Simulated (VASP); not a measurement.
Here is the system:

```
CELL_PARAMETERS angstrom
      2.17229     1.25417     9.86722
     -2.17229     1.25417     9.86722
      0.00000    -2.50834     9.86722
ATOMIC_POSITIONS crystal
  Ba 0.25155 0.25155 0.25155
  Ba 0.74845 0.74845 0.74845
  Cu 0.50000 0.50000 0.50000
  Br 0.00000 0.00000 0.00000
  O  0.56118 0.56118 0.56118
  O  0.43882 0.43882 0.43882
```

These are LDA (Ceperley-Alder, Perdew-Zunger), VASP's LDA PAW potentials (set 64) (plane waves; VASP) values and carry that method's errors. Numerical set-up: 400 eV cut-off, 5×5×5 Γ-centred mesh, Gaussian smearing of 0.010 eV, potentials Ba_sv Cu Br O.

At this cut-off the stress carries a Pulay error, which pulls relaxed volumes low.

### Question
Which forces act on the atoms, in eV/Å?

### Answer

| atom | Fx | Fy | Fz |
|---|---|---|---|
| Ba1 | 0.000 | 0.000 | -0.057 |
| Ba2 | 0.000 | 0.000 | 0.057 |
| Cu3 | 0.000 | 0.000 | 0.000 |
| Br4 | 0.000 | 0.000 | 0.000 |
| O5 | 0.000 | 0.000 | -0.504 |
| O6 | 0.000 | 0.000 | 0.504 |

### Question
Give the stress tensor in GPa (positive for a compressed cell).

### Answer

```
-4.53   0.00   0.00
 0.00  -4.53   0.00
 0.00   0.00  -6.15
```
The pressure is its mean diagonal, -5.07 GPa.

The structure comes from a computed database's Ba2CuBrO2 entry; how it stands against other phases isn't given here. The cell was not relaxed at this level.
